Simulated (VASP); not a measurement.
Energy against volume of KZnF3 (cubic perovskite). These are optB88-vdW, VASP's PBE PAW potentials (set 64) (plane waves; VASP) values and carry that method's errors. Run with 520 eV cut-off, 6×6×6 Γ-centred mesh, Gaussian smearing of 0.050 eV, potentials K_sv Zn F.

```csv
V (Å³/atom),E (eV/atom)
13.202,-1.95643
13.610,-1.96075
14.019,-1.95889
14.427,-1.95192
```

**Question.** Fit these four points and predict the energy of the run at 12.794 Å³/atom.

**Answer.** A cubic in V^(−2/3), the third-order Birch-Murnaghan form, passes through the four points with V0 = 13.68 Å³/atom and B0 = 78 GPa, and gives -1.9447 eV/atom there. The run gave -1.9449 eV/atom, -0.3 meV/atom from the fit; all five points give B0 = 78 GPa.

The compound is KZnF3 in the cubic perovskite structure. It was relaxed first.
